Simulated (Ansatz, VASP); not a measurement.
# RhN: VASP beside Ansatz

```
CELL_PARAMETERS angstrom
0.00000 2.43105 2.43105
2.43105 0.00000 2.43105
2.43105 2.43105 0.00000
ATOMIC_POSITIONS crystal
Rh 0.00000 0.00000 0.00000
N 0.25000 0.25000 0.25000
```

The cell comes from a database or a generator and needn't be the stable form of this composition.

Alike in both runs: task single point; functional r2SCAN; k mesh 7 × 7 × 7; occupations gaussian, width 0.05 eV; collinear spin, zero start; Hubbard terms Rh d U = 5 eV.

```csv
,VASP,Ansatz
version,VASP 6.6.1,Ansatz 0.2.0
potentials or method,"VASP PAW PBE potentials, release 64 (Rh_pv, N)",Ansatz PAW
plane-wave cutoff (eV),520,500
valence electrons in the cell,20,22
```

Ansatz gave:

```
gap on the k mesh at the Fermi level (eV)                     : none
net moment per atom (μB)                                      : 0.50
size of the moment on the site where the two differ most (μB) : 1.00
```

**Question.** Estimate VASP's values.

**Answer.** gap on the k mesh at the Fermi level (eV): none; net moment per atom (μB): 0.00; size of the moment on the site where the two differ most (μB): 0.00.

The net moments differ so much that the two runs ended in different magnetic states, which moves the other rows too. Site moments also hang on the region over which each program counts them. The programs project onto different local orbitals, so the same U acts differently. A gap of «none» marks a metal or a gap that the smearing closes. The two sets of potentials don't hold the same shells in valence.

Caveats: the magnetic or orbital state may not be the lowest (Ansatz).
